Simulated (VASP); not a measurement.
Given:

```
CELL_PARAMETERS angstrom
      0.00000     2.23873     2.23873
      2.23873     0.00000     2.23873
      2.23873     2.23873     0.00000
ATOMIC_POSITIONS crystal
  Ga 0.00000 0.00000 0.00000
  N  0.25000 0.25000 0.25000
```

Method: MS2 meta-GGA, VASP's PBE PAW potentials (set 64) (plane waves; VASP 6.6.1). Run with 520 eV cut-off, 10×10×10 Γ-centred mesh, Gaussian smearing of 0.050 eV, potentials Ga_d N.

**Question.** Give the energy at these volumes per atom, relative to the lowest: 10.51, 10.84, 11.18, 11.52, 11.85 Å³.

**Answer.** 31.1, 8.0, 0.0, 4.2, 18.7 meV/atom. A third-order Birch-Murnaghan fit gives B0 = 192 GPa and B0′ = 5.7.

Measured: a 4.500 Å at 300 K (computed value off by -0.5 %), as given by I. Vurgaftman et al., Journal of Applied Physics (2001), doi:10.1063/1.1368156. The calculation is for a static lattice, while the measured a holds thermal and zero-point effects, which are part of the difference.

The compound is GaN in the zinc blende structure, a metastable form; wurtzite is the usual one. It was relaxed first.
